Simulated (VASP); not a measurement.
```
LaC
1.0
    3.74041     0.00000     0.00000
   -1.87021     3.23929     0.00000
    0.00000     0.00000     6.54947
La C
2 2
Direct
  0.00000   0.00000   0.00000
  0.00000   0.00000   0.50000
  0.33333   0.66667   0.25000
  0.66667   0.33333   0.75000
```

Computed with PBE GGA, VASP's PBE PAW potentials (set 64) (plane waves; VASP). Numerical set-up: 520 eV cut-off, 11×11×5 Γ-centred mesh, tetrahedra with Blöchl corrections, potentials La C.

The cores are frozen, which limits the accuracy of field gradients.

Problem. Give the principal components of the electric field gradient (V/Å²) and the asymmetry η at each nucleus.

Solution. 
| atom | Vxx | Vyy | Vzz | η |
|---|---|---|---|---|
| La1 | -72.6 | -72.6 | 145.3 | 0.00 |
| La2 | -72.6 | -72.6 | 145.3 | 0.00 |
| C3 | 5.0 | 5.0 | -9.9 | 0.00 |
| C4 | 5.0 | 5.0 | -9.9 | 0.00 |

The structure was generated: LaC was put into the NiAs type type (P6_3/mmc), which need not be its known phase. It was relaxed first, which changed the volume by -28 %.
